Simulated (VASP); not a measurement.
LiAg3, 4 atoms in the cell. The structure is cubic, space group Pm-3m (No. 221). Conventional cell: a = 4.045 Å, b = 4.045 Å, c = 4.045 Å, α = 90.00°, β = 90.00°, γ = 90.00°. Li (site symmetry m-3m) has 12 Ag at 2.86 Å as nearest neighbours. Ag (site symmetry 4/mmm) has 4 Li at 2.86 Å and 8 Ag at 2.86 Å as nearest neighbours. The cell comes from a database or a generator and needn't be the stable form of this composition.

| Property | Result |
| --- | --- |
| Program | VASP 6.6.1 |
| Task | single point |
| Functional | PBEsol |
| Potentials or basis | VASP PAW PBE potentials, release 64 (Li_sv, Ag) |
| Cutoff | 520 eV |
| k mesh | 6 × 6 × 6 |
| Occupations | fermi-dirac, width 0.1 eV |
| Spin | no spin polarisation |
| Dipole correction | no |
| Further INCAR settings | ALGO = Fast; EDIFF = 1e-06; NBANDS = 26 |

Potentials or basis: VASP PAW PBE potentials, release 64 (Li_sv, Ag).

Run with:

```console
$ cat potpaw_PBE.64/Li_sv/POTCAR potpaw_PBE.64/Ag/POTCAR > POTCAR
$ mpirun -np 1 vasp_std > vasp.out
```

Hardware: 1 thread of Intel(R) Xeon(R) 6975P-C (Granite Rapids), on a shared host.

Q: How long does it take, and how much memory?

A: Wall time 19 s on 1 thread of Intel(R) Xeon(R) 6975P-C (Granite Rapids), with other jobs on the host, peak memory 0.17 GiB. Counts: scf iterations 16, k points 20.
